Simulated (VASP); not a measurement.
Here is the system:

```xyz
5
Lattice="3.9306 0.0000 0.0000 0.0000 3.9306 0.0000 0.0000 0.0000 3.9306" Properties=species:S:1:pos:R:3 pbc="T T T"
K      0.0000     0.0000     0.0000
Ta     1.9653     1.9653     1.9653
O      1.9653     0.0000     1.9653
O      0.0000     1.9653     1.9653
O      1.9653     1.9653     0.0000
```

Calculation: PBEsol GGA, VASP's PBE PAW potentials (set 64) (plane waves; VASP). Settings: 620 eV cut-off, 6×6×6 Γ-centred mesh, Gaussian smearing of 0.050 eV, potentials K_sv Ta_pv O.

Unless said otherwise, spin-orbit coupling is left out, though it shifts the bands of the heavy elements here.

What does the run give for the energy per atom (σ→0), pressure, band gap (on the k-mesh) with the smallest direct gap where there is one?

| Quantity | Value |
|---|---|
| band gap (on the k-mesh) | 2.17 eV |
| smallest direct gap (on the k-mesh) | 2.77 eV |
| energy per atom (σ→0) | -8.568 eV/atom |
| pressure | 9.96 GPa |

The absolute energy has meaning only against runs of the same code, potentials and settings.

The compound is KTaO3 in the cubic perovskite structure. It was relaxed first under an external pressure of 10 GPa.
